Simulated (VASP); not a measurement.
Method: PBE GGA + U (Dudarev), VASP's PBE PAW potentials (set 64) (plane waves; VASP 6.6.1).

A VASP calculation is set up with these files.

### POSCAR
```
TiB2
3.0179440
  0.5061909697  -0.8624215691   0.0000000000
  0.5061909697   0.8624215691   0.0000000000
  0.0000000000   0.0000000000   1.0533532100
Ti B
1 2
Cartesian
  0.0000000000   0.0000000000   0.0000000000
  0.5061909697   0.2874744313   0.5266766050
  0.5252824684  -0.2874744313   0.5266766050
```

**INCAR**
```
LREAL = .FALSE.
LDAUPRINT = 1
LWAVE = .FALSE.
LDAUU = 5.0 0
LASPH = .TRUE.   # aspherical one-centre terms
ALGO = Normal   # blocked Davidson
ISMEAR = 1
SIGMA = 0.1   # width (eV)
NELM = 100
ISIF = 2
ENCUT = 520   # plane-wave cut-off (eV)
LMAXMIX = 2   # l cut-off of mixed one-centre charges
GGA = PE   # PBE
LCHARG = .FALSE.
LDAUJ = 0 0
SYSTEM = TiB2
PREC = Accurate
EDIFF = 1E-6   # SCF stop (eV)
LORBIT = 10
LDAUTYPE = 2
LDAUL = 2 -1
LDAU = .TRUE.
```

**KPOINTS**
```
Automatic mesh
0
Gamma
  10 10 9
0 0 0
```

POTCAR, in this order: Ti_sv B (PBE.64 set). Program: vasp_std.

The run wrote:

File OSZICAR:
```
       N       E                     dE             d eps       ncg     rms          rms(c)
DAV:   1     0.131321705023E+03    0.13132E+03   -0.93625E+03  6760   0.159E+03
DAV:   2    -0.165808889617E+02   -0.14790E+03   -0.14406E+03  6875   0.398E+02
DAV:   3    -0.263997825259E+02   -0.98189E+01   -0.96801E+01 10019   0.956E+01
DAV:   4    -0.267421304932E+02   -0.34235E+00   -0.34173E+00  8817   0.165E+01
DAV:   5    -0.267519613096E+02   -0.98308E-02   -0.98303E-02 10215   0.245E+00    0.169E+01
DAV:   6    -0.202838910000E+02    0.64681E+01   -0.27852E+01  9003   0.638E+01    0.374E+00
DAV:   7    -0.203738328883E+02   -0.89942E-01   -0.13757E+00  7671   0.115E+01    0.275E+00
DAV:   8    -0.203854559885E+02   -0.11623E-01   -0.11318E-01 10336   0.376E+00    0.565E-01
DAV:   9    -0.203876740420E+02   -0.22181E-02   -0.50325E-03  7625   0.927E-01    0.124E-01
DAV:  10    -0.203875077918E+02    0.16625E-03   -0.12215E-03  9263   0.531E-01    0.808E-02
DAV:  11    -0.203874696578E+02    0.38134E-04   -0.16250E-04  8844   0.162E-01    0.344E-02
DAV:  12    -0.203874664779E+02    0.31799E-05   -0.12505E-05  7725   0.342E-02    0.162E-02
DAV:  13    -0.203874647074E+02    0.17705E-05   -0.71279E-06  8619   0.320E-02    0.199E-03
DAV:  14    -0.203874646852E+02    0.22196E-07   -0.33537E-07  3710   0.733E-03
   1 F= -.20387465E+02 E0= -.20387359E+02  d E =-.318241E-03
```

### OUTCAR
```
------------------------ aborting loop because EDIFF is reached ----------------------------------------
  FORCE on cell =-STRESS in cart. coord.  units (eV):
  Direction    XX          YY          ZZ          XY          YZ          ZX
  --------------------------------------------------------------------------------------
  Total        1.1003879      2.5313873      3.4269852     -0.0811209      0.0000000      0.0000000
  in kB       69.7404619    160.4344478    217.1957173     -5.1412890      0.0000000      0.0000000
  external PRESSURE =     149.1235423 kB  Pullay stress =       0.0000000 kB
  volume of cell :       25.28
      direct lattice vectors                 reciprocal lattice vectors
     1.527656000 -2.602740000  0.000000000     0.327298816 -0.192105243  0.000000000
     1.527656000  2.602740000  0.000000000     0.327298816  0.192105243  0.000000000
     0.000000000  0.000000000  3.178961000     0.000000000  0.000000000  0.314568188
 POSITION                                       TOTAL-FORCE (eV/Angst)
 -----------------------------------------------------------------------------------
      0.00000      0.00000      0.00000         0.455263      0.014925      0.000000
      1.52766      0.86758      1.58948         0.618216     -0.027817      0.000000
      1.58527     -0.86758      1.58948        -1.073479      0.012892      0.000000
 -----------------------------------------------------------------------------------
    total drift:                                0.000010     -0.000009      0.000000
  FREE ENERGIE OF THE ION-ELECTRON SYSTEM (eV)
  ---------------------------------------------------
  free  energy   TOTEN  =       -20.3874646852 eV

  energy  without entropy=      -20.3871464443  energy(sigma->0) =      -20.38735860

 total charge

# of ion       s       p       d       tot
------------------------------------------
    1        2.191   6.239   1.883  10.313
    2        0.690   1.360   0.000   2.051
    3        0.691   1.361   0.000   2.051
--------------------------------------------------
tot          3.572   8.960   1.883  14.415
```
(Selected blocks of OUTCAR.)

### OUTCAR
```
 val. band max:       10.7166477070   @ k =  -0.1000   0.1000   0.3333

 cond. band min:      10.7321619267   @ k =  -0.4000   0.2000   0.1111


 Fermi energy:        10.7243402729

 k-point     1 :       0.0000    0.0000    0.0000
  band No.  band energies     occupation
      1     -47.5600      2.00000
      2     -23.8517      2.00000
      3     -23.5811      2.00000
      4     -23.5476      2.00000
      5      -3.2548      2.00000
      6       7.6433      2.00000
      7       8.1437      2.00000
      8       8.1453      2.00000
      9       8.7117      2.00000
     10      12.7965      0.00000
     11      12.9308      0.00000
     12      14.4158      0.00000
     13      14.7156      0.00000

 k-point     2 :       0.1000    0.0000    0.0000
  band No.  band energies     occupation
      1     -47.5551      2.00000
      2     -23.8458      2.00000
      3     -23.6054      2.00000
      4     -23.5688      2.00000
      5      -3.0639      2.00000
      6       7.0877      2.00000
      7       8.0568      2.00000
      8       8.0789      2.00000
      9       8.8077      2.00000
     10      12.7474      0.00000
     11      13.1695      0.00000
     12      13.7126      0.00000
     13      13.9753      0.00000

 k-point     3 :       0.0000    0.1000    0.0000
  band No.  band energies     occupation
      1     -47.5551      2.00000
      2     -23.8457      2.00000
      3     -23.6181      2.00000
      4     -23.5564      2.00000
      5      -3.0611      2.00000
      6       7.3777      2.00000
      7       7.7578      2.00000
      8       8.0199      2.00000
      9       8.7848      2.00000
     10      12.8590      0.00000
     11      13.1184      0.00000
     12      13.7014      0.00000
     13      13.9988      0.00000

 k-point     4 :       0.2000    0.0000    0.0000
  band No.  band energies     occupation
      1     -47.5424      2.00000
      2     -23.8301      2.00000
      3     -23.6956      2.00000
...
```

The compound is TiB2 in the AlB2 type structure. The cell was not relaxed at this level, atoms are displaced from their ideal sites. The run is one of a series of settings (LDAU = .TRUE., LDAUJ = 0 0, LDAUL = 2 -1, LDAUTYPE = 2, LDAUU = 5.0 0, LMAXMIX = 2 against the base run), some of them coarse on purpose.
